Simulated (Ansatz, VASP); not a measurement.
# SiO2: VASP beside Ansatz

Wanted: the spread between two codes on one cell, functional and k mesh. The cell is taken from a series of runs on this material, whose earlier steps may have relaxed, scaled, displaced or heated it; both programs get it as it stands.

Main program and level: Ansatz 0.2.0; plane waves, with VASP 6.6.1 beside it; LDA.

**1. The structure**

It takes space group Imma (No. 74, orthorhombic). The conventional cell has a = 5.142 Å, b = 9.362 Å, c = 8.706 Å, α = 90.00°, β = 90.00°, γ = 90.00°. Nearest to Si lie 4 O at 1.57 to 1.60 Å. Nearest to O lie 2 Si at 1.60 Å. Nearest to O lie 2 Si at 1.59 Å. O has 2 Si at 1.57 Å nearest. Farther neighbours and most contacts between anions are not listed.

**2. VASP: G0W0 gap, LDA**

Quasiparticle shifts depend on high empty states and on the cores, so they are the hardest test of two PAW sets.

Lines of VASP's logs that name or quote its potential files are left out, and so is its time.

The run reads the wave functions of an earlier VASP run, which isn't shown here.

File INCAR:

```
SYSTEM = SiO2
PREC = Accurate
ENCUT = 440
ISMEAR = 0
SIGMA = 0.01
LREAL = .FALSE.
GGA = CA
NBANDS = 880
ALGO = EVGW0
NELMGW = 1
ENCUTGW = 140
NOMEGA = 64
PRECFOCK = Fast
NBANDSGW = 48
LWAVE = .FALSE.
LCHARG = .FALSE.
```

File POSCAR:

```
SiO2
1.0
   -2.5708697308      4.6812184349      4.3528412305
    2.5708697308     -4.6812184349      4.3528412305
    2.5708697308      4.6812184349     -4.3528412305
Si O
4 8
Direct
    0.9238337018      0.8423442241      0.0814894777
    0.7391452536      0.1576557759      0.5814894777
    0.0761662982      0.1576557759      0.9185105223
    0.2608547464      0.8423442241      0.4185105223
    0.1209591057      0.8709591057      0.2500000000
    0.8790408943      0.1290408943      0.7500000000
    0.7815677327      0.5000000000      0.7815677327
    0.2184322673      0.0000000000      0.7184322673
    0.2184322673      0.5000000000      0.2184322673
    0.7815677327      0.0000000000      0.2815677327
    0.0000000000      0.0000000000      0.0000000000
    0.5000000000      0.0000000000      0.5000000000
```

File KPOINTS:

```
Automatic mesh
0
Gamma
4 4 4
0 0 0
```

PAW data sets: Si_GW and O_GW (LDA family, release 64).

The run is started by

```bash
$ mpirun -np 16 vasp_std
```

Numbers of over 12 decimals in the logs are rounded to 6 here.

The program printed:

```text
[banner, memory and clock lines left out]
running   16 mpi-ranks, on    1 nodes
 distrk:  each k-point on   16 cores,    1 groups
 distr:  one band on    1 cores,   16 groups

 POSCAR found type information on POSCAR SiO
 POSCAR found :  2 types and      12 ions
|                                                                             |
|           W    W    AA    RRRRR   N    N  II  N    N   GGGG   !!!           |
|           W    W   A  A   R    R  NN   N  II  NN   N  G    G  !!!           |
|           W    W  A    A  R    R  N N  N  II  N N  N  G       !!!           |
|           W WW W  AAAAAA  RRRRR   N  N N  II  N  N N  G  GGG   !            |
|           WW  WW  A    A  R   R   N   NN  II  N   NN  G    G                |
|           W    W  A    A  R    R  N    N  II  N    N   GGGG   !!!           |
|                                                                             |
|     For optimal performance we recommend to set                             |
|       NCORE = 2 up to number-of-cores-per-socket                            |
|     NCORE specifies how many cores store one orbital (NPAR=cpu/NCORE).      |
|     This setting can greatly improve the performance of VASP for DFT.       |
|     The default, NCORE=1 might be grossly inefficient on modern             |
|     multi-core architectures or massively parallel machines. Do your        |
|     Unfortunately you need to use the default for GW and RPA                |
|     calculations (for HF NCORE is supported but not extensively tested      |
|     yet).                                                                   |
|                                                                             |

|                                                                             |
|           W    W    AA    RRRRR   N    N  II  N    N   GGGG   !!!           |
|           W    W   A  A   R    R  NN   N  II  NN   N  G    G  !!!           |
|           W    W  A    A  R    R  N N  N  II  N N  N  G       !!!           |
|           W WW W  AAAAAA  RRRRR   N  N N  II  N  N N  G  GGG   !            |
|           WW  WW  A    A  R   R   N   NN  II  N   NN  G    G                |
|           W    W  A    A  R    R  N    N  II  N    N   GGGG   !!!           |
|                                                                             |
|     The default for ENCUTGWSOFT is different in this version of VASP.       |
|     please manually set ENCUTGWSOFT =140 in the INCAR file.                 |
|                                                                             |

 LDA part: xc-table for (Slater(with rela. corr.)+CA(PZ))
 , standard interpolation
 found WAVECAR, reading the header
 POSCAR, INCAR and KPOINTS ok, starting setup
 FFT: planning ... GRIDC
 FFT: planning ... GRID_SOFT
 FFT: planning ... GRID
 reading WAVECAR
 the WAVECAR file was read successfully
 initial charge from wavefunction
 available memory per node:     41.10 GB, setting MAXMEM to     42081

 The Fermi energy was updated, please check that it is located mid-gap
 values below the HOMO (VB) or above the LUMO (CB) will cause erroneous energies
 E-fermi :   1.2554

 calculate exact exchange contribution
 the WAVEDER file was read successfully
energies w=
    0.000    0.000    0.986    0.000    1.969    0.000    2.948    0.000
    3.921    0.000    4.887    0.000    5.843    0.000    6.789    0.000
    7.723    0.000    8.646    0.000    9.556    0.000   10.455    0.000
   11.341    0.000   12.215    0.000   13.079    0.000   13.932    0.000
   14.776    0.000   15.613    0.000   16.442    0.000   17.266    0.000
   18.086    0.000   18.904    0.000   19.721    0.000   20.539    0.000
   21.359    0.000   22.184    0.000   23.016    0.000   23.856    0.000
   24.707    0.000   25.572    0.000   26.453    0.000   27.353    0.000
   28.275    0.000   29.222    0.000   30.199    0.000   31.209    0.000
   32.256    0.000   33.347    0.000   34.487    0.000   35.682    0.000
   36.941    0.000   38.270    0.000   39.682    0.000   41.187    0.000
   42.799    0.000   44.533    0.000   46.409    0.000   48.450    0.000
   50.683    0.000   53.142    0.000   55.867    0.000   58.910    0.000
   62.334    0.000   66.223    0.000   70.682    0.000   75.852    0.000
   81.921    0.000   89.151    0.000   97.909    0.000  108.737    0.000
  122.459    0.000  140.401    0.000  164.832    0.000  200.000    0.000
 responsefunction array rank=     800
 LDA part: xc-table for (Slater(with rela. corr.)+CA(PZ))
 , standard interpolation

 min. memory requirement per mpi rank   1253.6 MB, per node  20058.2 MB

 allocating   4 responsefunctions rank=   800
 shmem allocating  64 responsefunctions rank=   800
 response function shared by NCSHMEM nodes    1
 Doing            4  frequencies on each core in blocks of           64
NQ=   1    0.0000    0.0000    0.0000,
|.........|.........|.........|.........|.........|.........|.........|.........
 performed       4994000 updates of chi_q(r,r)
 total number of BLAS operations      24619.66 Gflops
NQ=   2    0.2500    0.0000    0.0000,
|.........|.........|.........|.........|.........|.........|.........|.........
 performed      12184000 updates of chi_q(r,r)
 total number of BLAS operations      59887.13 Gflops
NQ=   3    0.5000    0.0000    0.0000,
|.........|.........|.........|.........|.........|.........|.........|.........
 performed      17684000 updates of chi_q(r,r)
 total number of BLAS operations      86936.55 Gflops
NQ=   4    0.0000    0.2500    0.0000,
|.........|.........|.........|.........|.........|.........|.........|.........
 performed      25212000 updates of chi_q(r,r)
 total number of BLAS operations     124810.61 Gflops
NQ=   5    0.2500    0.2500    0.0000,
|.........|.........|.........|.........|.........|.........|.........|.........
 performed      34092000 updates of chi_q(r,r)
 total number of BLAS operations     168699.47 Gflops
NQ=   6    0.5000    0.2500   -0.0000,
|.........|.........|.........|.........|.........|.........|.........|.........
 performed      42972000 updates of chi_q(r,r)
 total number of BLAS operations     213148.49 Gflops
NQ=   7   -0.2500    0.2500    0.0000,
|.........|.........|.........|.........|.........|.........|.........|.........
 performed      50838000 updates of chi_q(r,r)
 total number of BLAS operations     252922.42 Gflops
NQ=   8    0.0000    0.5000    0.0000,
|.........|.........|.........|.........|.........|.........|.........|.........
 performed      56592000 updates of chi_q(r,r)
 total number of BLAS operations     281944.51 Gflops
NQ=   9    0.2500    0.5000   -0.0000,
|.........|.........|.........|.........|.........|.........|.........|.........
 performed      65472000 updates of chi_q(r,r)
 total number of BLAS operations     327183.71 Gflops
NQ=  10    0.5000    0.5000    0.0000,
|.........|.........|.........|.........|.........|.........|.........|.........
 performed      71479000 updates of chi_q(r,r)
 total number of BLAS operations     357331.57 Gflops
NQ=  11    0.2500    0.2500    0.2500,
|.........|.........|.........|.........|.........|.........|.........|.........
 performed      77571000 updates of chi_q(r,r)
 total number of BLAS operations     387903.35 Gflops
NQ=  12   -0.2500    0.2500    0.2500,
|.........|.........|.........|.........|.........|.........|.........|.........
 performed      83747000 updates of chi_q(r,r)
 total number of BLAS operations     418820.84 Gflops
NQ=  13    0.5000    0.5000    0.2500,
|.........|.........|.........|.........|.........|.........|.........|.........
 performed      91613000 updates of chi_q(r,r)
 total number of BLAS operations     458694.89 Gflops
NQ=  14   -0.2500    0.5000    0.2500,
|.........|.........|.........|.........|.........|.........|.........|.........
 performed      99141000 updates of chi_q(r,r)
 total number of BLAS operations     495525.51 Gflops
NQ=  15    0.2500   -0.2500    0.2500,
|.........|.........|.........|.........|.........|.........|.........|.........
 performed     105402000 updates of chi_q(r,r)
 total number of BLAS operations     525766.28 Gflops
NQ=  16    0.5000   -0.2500    0.2500,
|.........|.........|.........|.........|.........|.........|.........|.........
 performed     112592000 updates of chi_q(r,r)
 total number of BLAS operations     560584.78 Gflops
NQ=  17   -0.2500   -0.2500    0.2500,
|.........|.........|.........|.........|.........|.........|.........|.........
 performed     118937000 updates of chi_q(r,r)
 total number of BLAS operations     592267.73 Gflops
NQ=  18    0.5000    0.5000    0.5000,
|.........|.........|.........|.........|.........|.........|.........|.........
 performed     123931000 updates of chi_q(r,r)
 total number of BLAS operations     617202.01 Gflops
 resolving degeneracies of screened two electron integrals

 calculate QP shifts <psi_nk| G(iteration)W_0 |psi_nk>: iteration 1
 entering main loop
```

From OUTCAR (step 2):

```text
ion  position               nearest neighbor table
   1  0.924  0.842  0.081-  11 1.57  10 1.59   7 1.59   5 1.60   2 3.03   2 3.03   3 3.14
   2  0.739  0.158  0.581-  12 1.57  10 1.59   7 1.59   6 1.60   1 3.03   1 3.03   4 3.14
   3  0.076  0.158  0.919-  11 1.57   8 1.59   9 1.59   6 1.60   4 3.03   4 3.03   1 3.14
   4  0.261  0.842  0.419-  12 1.57   9 1.59   8 1.59   5 1.60   3 3.03   3 3.03   2 3.14
   5  0.121  0.871  0.250-   4 1.60   1 1.60
   6  0.879  0.129  0.750-   2 1.60   3 1.60
   7  0.782  0.500  0.782-   1 1.59   2 1.59
   8  0.218  0.000  0.718-   3 1.59   4 1.59
   9  0.218  0.500  0.218-   3 1.59   4 1.59
  10  0.782  0.000  0.282-   1 1.59   2 1.59
  11  0.000  0.000  0.000-   1 1.57   3 1.57
  12  0.500  0.000  0.500-   2 1.57   4 1.57

  LATTYP: Found a body centered orthorhombic cell.
 ALAT       =     5.1417394616
 B/A-ratio  =     1.6931395544
 C/A-ratio  =     1.8208695598

 Subroutine GETGRP returns: Found  8 space group operations
 (whereof  4 operations were pure point group operations)

The static configuration has the point symmetry C_2h.
 The point group associated with its full space group is D_2h.

 Found     18 irreducible k-points:

   k-points           NKPTS =     18   k-points in BZ     NKDIM =     64   number of bands    NBANDS=    880

   dimension x,y,z NGX =    48 NGY =   48 NGZ =   48
   dimension x,y,z NGXF=    96 NGYF=   96 NGZF=   96

   ENCUT  =  440.0 eV  32.34 Ry    5.69 a.u.  11.78 11.78 11.78*2*pi/ulx,y,z

   NELECT =      64.0000    total number of electrons

  energy-cutoff  :      440.00
  volume of cell :      209.54
      direct lattice vectors                 reciprocal lattice vectors
    -2.570869731  4.681218435  4.352841231     0.000000000  0.106809799  0.114867502
     2.570869731 -4.681218435  4.352841231     0.194486712  0.000000000  0.114867502
     2.570869731  4.681218435 -4.352841231     0.194486712  0.106809799  0.000000000

 k-points in reciprocal lattice and weights: Automatic mesh
   0.00000000  0.00000000  0.00000000       0.016
   0.25000000  0.00000000  0.00000000       0.062
   0.50000000  0.00000000  0.00000000       0.031
   0.00000000  0.25000000  0.00000000       0.062
   0.25000000  0.25000000  0.00000000       0.125
   0.50000000  0.25000000 -0.00000000       0.125
  -0.25000000  0.25000000  0.00000000       0.062
   0.00000000  0.50000000  0.00000000       0.031
   0.25000000  0.50000000 -0.00000000       0.125
[...]
-0.25000000 -0.25000000  0.25000000       0.031
   0.50000000  0.50000000  0.50000000       0.016

 E-fermi :   1.2554

 QP shifts <psi_nk| G(iteration)W_0 |psi_nk>: iteration 1
 for sc-GW calculations column KS-energies equals QP-energies in previous step
 and V_xc(KS)=  KS-energies - (<T + V_ion + V_H > + <T+V_H+V_ion>^1  + <V_x>^1)
 k-point   1 :       0.0000    0.0000    0.0000
  band No.  KS-energies  QP-energies   sigma(KS)   V_xc(KS)     V^pw_x(r,r')   Z            occupation Imag(sigma)
    ...
     29      -2.5738      -4.5498     -21.5012     -19.0457     -24.9506       0.8047       2.0000       0.0985
     30      -2.2497      -4.1768     -21.8643     -19.4721     -25.3098       0.8056       2.0000       0.0965
     31      -2.0908      -3.9893     -22.0013     -19.6470     -25.4662       0.8064       2.0000       0.0944
     32      -1.4224      -3.2682     -22.5006     -20.2183     -25.9630       0.8088       2.0000       0.0908
     33       3.9332       5.2401      -6.1548      -7.6255      -3.6760       0.8887       0.0000      -0.0676
     34       6.7443       8.1306      -5.7327      -7.3032      -3.2786       0.8827       0.0000      -0.0751
     35       7.6819       9.5856      -7.9576     -10.1606      -4.9831       0.8641       0.0000      -0.0883
     36       7.6983       9.2324      -6.2536      -7.9978      -3.7000       0.8795       0.0000      -0.0785
    ...

 k-point   2 :       0.2500    0.0000    0.0000
  band No.  KS-energies  QP-energies   sigma(KS)   V_xc(KS)     V^pw_x(r,r')   Z            occupation Imag(sigma)
    ...
     29      -2.3784      -4.3214     -21.6940     -19.2825     -25.1333       0.8057       2.0000       0.0961
     30      -2.1647      -4.0803     -21.8977     -19.5198     -25.3462       0.8056       2.0000       0.0956
     31      -2.0286      -3.9303     -22.0305     -19.6729     -25.4931       0.8066       2.0000       0.0944
     32      -1.5112      -3.3649     -22.4208     -20.1245     -25.8827       0.8072       2.0000       0.0913
     33       4.2636       5.6098      -6.3636      -7.8829      -3.8796       0.8861       0.0000      -0.0685
     34       6.3250       7.7326      -6.2864      -7.8822      -3.8813       0.8820       0.0000      -0.0731
     35       7.2552       9.0488      -7.6038      -9.6676      -4.6371       0.8691       0.0000      -0.0853
     36       7.5937       9.6143      -8.2190     -10.5640      -4.9636       0.8616       0.0000      -0.0912
    ...

 k-point   3 :       0.5000    0.0000    0.0000
  band No.  KS-energies  QP-energies   sigma(KS)   V_xc(KS)     V^pw_x(r,r')   Z            occupation Imag(sigma)
    ...
     29      -2.1830      -4.0958     -21.9417     -19.5682     -25.3919       0.8059       2.0000       0.0943
     30      -2.1414      -4.0493     -21.9252     -19.5578     -25.3783       0.8059       2.0000       0.0951
     31      -1.8049      -3.6938     -22.1249     -19.7814     -25.5758       0.8060       2.0000       0.0935
     32      -1.7080      -3.5804     -22.2872     -19.9654     -25.7546       0.8064       2.0000       0.0925
     33       4.9051       6.4278      -7.1995      -8.9325      -4.5662       0.8786       0.0000      -0.0735
     34       5.4909       6.7196      -5.6560      -7.0360      -3.4313       0.8903       0.0000      -0.0666
     35       7.2047       9.2298      -8.4266     -10.7736      -5.1319       0.8628       0.0000      -0.0900
     36       7.5659       9.5456      -7.9923     -10.2889      -4.7687       0.8620       0.0000      -0.0916
    ...

 k-point   4 :       0.0000    0.2500    0.0000
  band No.  KS-energies  QP-energies   sigma(KS)   V_xc(KS)     V^pw_x(r,r')   Z            occupation Imag(sigma)
    ...
     29      -2.6600      -4.6255     -21.3747     -18.9322     -24.8028       0.8047       2.0000       0.0990
     30      -2.4891      -4.4723     -21.4829     -19.0186     -24.9159       0.8048       2.0000       0.0992
     31      -1.9343      -3.8245     -22.1458     -19.8033     -25.6165       0.8069       2.0000       0.0932
     32      -1.8299      -3.7284     -22.1252     -19.7710     -25.5847       0.8064       2.0000       0.0936
     33       4.6262       5.9969      -6.4899      -8.0391      -4.0218       0.8847       0.0000      -0.0691
     34       6.7526       8.1172      -5.7517      -7.2966      -3.3475       0.8832       0.0000      -0.0743
     35       7.5686       9.5020      -8.3725     -10.6132      -5.3285       0.8628       0.0000      -0.0894
     36       7.7185       9.4651      -7.4178      -9.4270      -4.6376       0.8693       0.0000      -0.0849
    ...

[... 4 further parts left out ...]
```

[end of part 1 of 2]

[Lines on the potential files, build, host, timing and source positions are cut from VASP's logs without a mark.]

[Logs are printed without paths, hosts, clocks, repeated set-up lines and the standing remarks that a program may print on its own settings, such as how far it seeks lower states.]

[Hosts, paths, dates, database ids (printed as entryN), source tags and the programs' standing remarks are cut or masked in the printed files.]
